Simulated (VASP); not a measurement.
The system is BaTiO3.

```
CELL_PARAMETERS angstrom
4.00600 0.00000 0.00000
0.00000 4.00600 0.00000
0.00000 0.00000 4.00600
ATOMIC_POSITIONS crystal
Ba 0.50000 0.50000 0.50000
Ti 0.00000 0.00000 0.00000
O 0.50000 0.00000 0.00000
O 0.00000 0.50000 0.00000
O 0.00000 0.00000 0.50000
```

| Item | Value |
| --- | --- |
| Program | VASP 6.6.1 |
| Task | relaxation of cell and atoms |
| Functional | PBE |
| Potentials or basis | VASP PAW PBE potentials, release 64 (Ba_sv, Ti_sv, O) |
| Cutoff | 600 eV |
| k mesh | 8 × 8 × 8 |
| Occupations | gaussian, width 0.03 eV |
| Spin | no spin polarisation |

At the start: pressure 3.3 GPa; volume 12.86 Å³/atom.

**Question.** Where does the relaxation end?

**Answer.** Over 3 steps the energy falls by 2.5 meV/atom and the volume is 13.11 Å³/atom (+2.0 %); space group Pm-3m (No. 221, to 0.05 Å).

Step by step:
```tsv
step	energy change (eV)	largest force (eV/Å)	pressure (GPa)	volume (Å³)
1	0.0000	0.0000	3.27	64.29
2	-0.0016	0.0000	-2.84	66.76
3	-0.0125	0.0000	0.00	65.55
```

Final structure:
```
Ba Ti O
1.0
     4.03195    0.00000    0.00000
     0.00000    4.03195    0.00000
     0.00000    0.00000    4.03195
Ba Ti O
1 1 3
Direct
  0.50000 0.50000 0.50000
  0.00000 0.00000 0.00000
  0.50000 0.00000 0.00000
  0.00000 0.50000 0.00000
  0.00000 0.00000 0.50000
```
